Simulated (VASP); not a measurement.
Given:

```yaml
crystal:
  lattice:
    - [4.37150, 0.00000, 0.00000]
    - [-2.18575, 3.78583, 0.00000]
    - [0.00000, 0.00000, 7.62070]
  atoms:
    - { symbol: Ba, position: [0.00000, 0.00000, 0.00000] }
    - { symbol: Mg, position: [0.66667, 0.33333, 0.37762] }
    - { symbol: Mg, position: [0.33333, 0.66667, 0.62238] }
    - { symbol: P, position: [0.66667, 0.33333, 0.72104] }
    - { symbol: P, position: [0.33333, 0.66667, 0.27896] }
```

Level of theory: r2SCAN meta-GGA, VASP's PBE PAW potentials (set 64) (plane waves; VASP). Run with 400 eV cut-off, 7×7×4 Γ-centred mesh, tetrahedra with Blöchl corrections, potentials Ba_sv Mg P.

The cores are frozen, which limits the accuracy of field gradients.

Question: Give the principal components of the electric field gradient (V/Å²) and the asymmetry η at each nucleus.

Answer: 
```json
[
 {"atom": "Ba1", "Vxx": "30.5", "Vyy": "30.5", "Vzz": "-60.9", "η": "0.00"},
 {"atom": "Mg2", "Vxx": "0.2", "Vyy": "0.2", "Vzz": "-0.3", "η": "-"},
 {"atom": "Mg3", "Vxx": "0.2", "Vyy": "0.2", "Vzz": "-0.3", "η": "-"},
 {"atom": "P4", "Vxx": "1.5", "Vyy": "1.5", "Vzz": "-3.0", "η": "0.00"},
 {"atom": "P5", "Vxx": "1.5", "Vyy": "1.5", "Vzz": "-3.0", "η": "0.00"}
]
```

The structure comes from a computed database's BaMg2P2 entry (P-3m1); how it stands against other phases isn't given here. It was relaxed first.
